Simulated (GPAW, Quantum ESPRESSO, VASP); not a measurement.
# One structure in several programs: YAl₃ (P1, 4 atoms in the cell)

Self-consistent single point, at a second geometry (atoms moved at random). First geometry:

```
YAl3
1.0
    4.20441     0.00000     0.00000
    0.00000     4.20441     0.00000
    0.00000     0.00000     4.20441
Y Al
1 3
Direct
  0.00000   0.00000   0.00000
  0.00000   0.50000   0.50000
  0.50000   0.00000   0.50000
  0.50000   0.50000   0.00000
```

Second geometry:
```
YAl3
1.0
    4.20441     0.00000     0.00000
    0.00000     4.20441     0.00000
    0.00000     0.00000     4.20441
Y Al
1 3
Direct
  0.00038   0.99569   0.00121
  0.00459   0.49295   0.49491
  0.48098   0.00918   0.50535
  0.51405   0.50219   0.99852
```

Shared settings, as Quantum ESPRESSO writes them: occupations = smearing; smearing = fermi-dirac; degauss = 0.0073499 Ry; K_POINTS = automatic 6 6 6 0 0 0. Potentials and cutoffs stand in the table.

```
code                                                                      model  ΔF from the first geometry (meV/atom)  pressure (GPa)  largest force (eV/Å)  cutoff
----------------  -------------------------------------------------------------  -------------------------------------  --------------  --------------------  ------
Quantum ESPRESSO                 LDA (PZ), PSlibrary PAW (LDA) pseudopotentials                                   10.1           -0.87                 0.546   45 Ry
VASP                               LDA (PZ), VASP's LDA PAW potentials (set 64)                                   10.1           -0.93                 0.547  300 eV
GPAW              LDA (Perdew-Wang 92), GPAW PAW datasets LDA (gpaw-data 1.0.1)                                   10.0           -0.84                 0.544  550 eV
```

Size of the force on each atom (eV/Å): Sizes of forces hide their directions.

```tsv
code	Y1	Al2	Al3	Al4
Quantum ESPRESSO	0.166	0.214	0.546	0.347
VASP	0.166	0.216	0.547	0.346
GPAW	0.166	0.214	0.544	0.345
```

The spread over the programs that give each value: ΔF from the first geometry within 0.1 meV/atom; pressure within 0.09 GPa; largest force within 0.003 eV/Å.

VASP's run is marked for a possible Pulay error in its stress at this cutoff; no cutoff test was made.

The starting cell comes from a database of computed structures (which also holds hypothetical and non-ambient phases and stackings), without a prior relaxation at this level. Its lattice was rescaled by a random factor within 2.5 % of one. For this run, on top of that: atoms moved at random.

Left out of this page: Ansatz, ABINIT, CP2K, FLEUR and SIESTA (not drawn, or without a comparable value).
